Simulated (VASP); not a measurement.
Level of theory: PBE GGA, VASP's PBE PAW potentials (set 64) (plane waves; VASP).

The input files of a VASP run:

INCAR:
```
SYSTEM=PtS2
PREC=Accurate; ENCUT=520; LREAL=.FALSE.
LASPH=.TRUE.
EDIFF=1E-7; NELM=100; ALGO=Normal
LMAXMIX=6
ISMEAR=0; SIGMA=0.05
GGA=PE
IBRION=2; NSW=30; ISIF=4
EDIFFG=-0.01
LWAVE=.FALSE.; LCHARG=.FALSE.
```

**KPOINTS**
```
Automatic mesh
0
Gamma
7 7 4
0 0 0
```

POSCAR:
```
PtS2
1.0
  1.7862673589  -3.0939058939   0.0000000000
  1.7862673589   3.0939058939   0.0000000000
  0.0000000000   0.0000000000   6.0565498255
Pt S
1 2
Cart
  0.0000000000   0.0000000000   0.0000000000
  1.7862673589   1.0313040272   1.2272311925
  1.7862673589  -1.0313040272   4.8293186330
```

POTCAR, in this order: Pt S (PBE.64 set). Program: vasp_std.

Output

File OSZICAR:
```
       N       E                     dE             d eps       ncg     rms          rms(c)
DAV:   1     0.122546856420E+03    0.12255E+03   -0.10221E+04   848   0.127E+03
DAV:   2    -0.106891847509E+02   -0.13324E+03   -0.12960E+03  1057   0.243E+02
DAV:   3    -0.167608626900E+02   -0.60717E+01   -0.60409E+01  1099   0.572E+01
DAV:   4    -0.168391663896E+02   -0.78304E-01   -0.78269E-01  1051   0.698E+00
DAV:   5    -0.168411417130E+02   -0.19753E-02   -0.19752E-02  1155   0.106E+00    0.176E+01
DAV:   6    -0.157259857625E+02    0.11152E+01   -0.79691E+00   903   0.291E+01    0.115E+01
DAV:   7    -0.154857188633E+02    0.24027E+00   -0.14213E+00   889   0.133E+01    0.555E+00
DAV:   8    -0.154693388285E+02    0.16380E-01   -0.10023E-01  1057   0.230E+00    0.121E+00
DAV:   9    -0.154637399355E+02    0.55989E-02   -0.16152E-02  1036   0.145E+00    0.269E-01
DAV:  10    -0.154640285634E+02   -0.28863E-03   -0.25223E-03  1092   0.362E-01    0.796E-02
DAV:  11    -0.154640723932E+02   -0.43830E-04   -0.72273E-05  1123   0.810E-02    0.457E-02
DAV:  12    -0.154640777863E+02   -0.53931E-05   -0.14300E-05  1008   0.348E-02    0.143E-02
DAV:  13    -0.154640790802E+02   -0.12939E-05   -0.30305E-06  1106   0.134E-02    0.458E-03
DAV:  14    -0.154640793850E+02   -0.30472E-06   -0.31668E-07  1020   0.448E-03    0.147E-03
DAV:  15    -0.154640794478E+02   -0.62794E-07   -0.93367E-09   833   0.772E-04
   1 F= -.15464079E+02 E0= -.15464079E+02  d E =-.154641E+02
       N       E                     dE             d eps       ncg     rms          rms(c)
DAV:   1    -0.154640953390E+02   -0.15954E-04   -0.17759E-03   840   0.251E-01    0.319E-02
DAV:   2    -0.154641021631E+02   -0.68241E-05   -0.74383E-05  1113   0.630E-02    0.127E-02
DAV:   3    -0.154641019041E+02    0.25901E-06   -0.11584E-06  1031   0.872E-03    0.735E-03
DAV:   4    -0.154641020245E+02   -0.12046E-06   -0.10513E-06  1087   0.671E-03    0.148E-03
DAV:   5    -0.154641020128E+02    0.11679E-07   -0.14302E-07   742   0.305E-03
   2 F= -.15464102E+02 E0= -.15464102E+02  d E =-.225651E-04
```

OUTCAR:
```
------------------------ aborting loop because EDIFF is reached ----------------------------------------
  FORCE on cell =-STRESS in cart. coord.  units (eV):
  Direction    XX          YY          ZZ          XY          YZ          ZX
  --------------------------------------------------------------------------------------
  Total        0.0384278      0.0384279      0.0479103      0.0000000     -0.0000000      0.0000000
  in kB        0.9197034      0.9197035      1.1466483      0.0000000     -0.0000000      0.0000000
  external PRESSURE =       0.9953518 kB  Pullay stress =       0.0000000 kB
  volume of cell :       66.94
      direct lattice vectors                 reciprocal lattice vectors
     1.786174523 -3.093745097  0.000000000     0.279927853 -0.161616418  0.000000000
     1.786174523  3.093745097  0.000000000     0.279927853  0.161616418 -0.000000000
     0.000000000  0.000000000  6.057179417    -0.000000000  0.000000000  0.165093343
 POSITION                                       TOTAL-FORCE (eV/Angst)
 -----------------------------------------------------------------------------------
      1.78617     -3.09375      0.00000        -0.000000      0.000000      0.000000
      1.78617      1.03125      1.22653         0.000000      0.000000     -0.007105
      1.78617     -1.03125      4.83065         0.000000     -0.000000      0.007105
 -----------------------------------------------------------------------------------
    total drift:                                0.000000      0.000000     -0.000000
  FREE ENERGIE OF THE ION-ELECTRON SYSTEM (eV)
  ---------------------------------------------------
  free  energy   TOTEN  =       -15.4641020128 eV

  energy  without entropy=      -15.4641020128  energy(sigma->0) =      -15.46410201

 reached required accuracy - stopping structural energy minimisation
```
(Selected blocks of OUTCAR.)

**CONTCAR**
```
PtS2
   1.00000000000000
     1.7861745228763193   -3.0937450972208822    0.0000000000000000
     1.7861745228763193    3.0937450972208822    0.0000000000000000
     0.0000000000000000    0.0000000000000000    6.0571794174546945
  Pt              S
     1     2
Direct
     1.0000000000000000    0.0000000000000000    0.0000000000000000
     0.3333330000000032    0.6666669999999968    0.2024911926182359
     0.6666669999999968    0.3333330000000032    0.7975088073817641
```

Without a dispersion term in the relaxation, distances and binding between the weakly bound layers, chains or molecules are unreliable, and so is what depends on them.

The compound is PtS2 in the 1T layered structure. This run relaxes it. Symmetry was kept, so distortions that lower it aren't found.
